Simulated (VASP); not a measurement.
A cell of WC (wc) near equilibrium:

```
CELL_PARAMETERS angstrom
      1.45106    -2.51331     0.00000
      1.45106     2.51331     0.00000
      0.00000     0.00000     2.82912
ATOMIC_POSITIONS crystal
  W  0.00000 0.00000 0.00000
  C  0.33333 0.66667 0.50000
```

Computed with PBEsol GGA, VASP's PBE PAW potentials (set 64) (plane waves; VASP).

```
run               ΔE (meV/atom)    σxx    σyy   σzz  largest shear component, with its sign (GPa)  largest force (eV/Å)
----------------  -------------  -----  -----  ----  --------------------------------------------  --------------------
as it is                    0.0  -0.23  -0.23  0.65                                          0.00                 0.000
after one change           82.6   8.09  -3.99  5.60                                          0.00                 2.125
```
Stress is in GPa, positive when the cell is compressed.

Name the change that produced these shifts.
A. atom 2 (C) moved by -0.200 Å along y
B. atom 1 (W) moved by 0.150 Å along y
C. biaxial strain of -1.0 % in the yz plane
D. atom 2 (C) moved by 0.025 Å along z

B, atom 1 (W) moved by 0.150 Å along y

The compound is WC in the wc structure.
